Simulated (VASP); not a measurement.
Pt (space group Fm-3m): computed properties

Calculation: r2SCAN+rVV10, VASP's PBE PAW potentials (set 64) (plane waves; VASP).

For Pt, the space group comes out as Fm-3m (225) and the cell comes out as a = 3.933 Å, b = 3.933 Å, c = 3.933 Å, α = 90.00°, β = 90.00°, γ = 90.00°. The volume per atom is 15.21 Å³/atom. The band gap (over mesh and band path) is none (metal, semimetal or under 0.01 eV). The density is 21.30 g/cm³.

```cif
data_Pt
_chemical_formula_sum 'Pt1'
_space_group_name_H-M_alt 'P 1'
_space_group_IT_number 1
_cell_length_a 2.78112
_cell_length_b 2.78112
_cell_length_c 2.78112
_cell_angle_alpha 60.000
_cell_angle_beta 60.000
_cell_angle_gamma 60.000
loop_
_space_group_symop_operation_xyz
  'x, y, z'
loop_
_atom_site_label
_atom_site_type_symbol
_atom_site_fract_x
_atom_site_fract_y
_atom_site_fract_z
_atom_site_occupancy
Pt1 Pt 0.00000 0.00000 0.00000 1
```

Unless said otherwise, spin-orbit coupling is left out, though it shifts the bands of the heavy elements here.

The structure comes from a measured Pt entry (Fm-3m) of the Crystallography Open Database, whose conditions weren't checked. It was relaxed first. Symmetry was kept, so distortions that lower it aren't found.
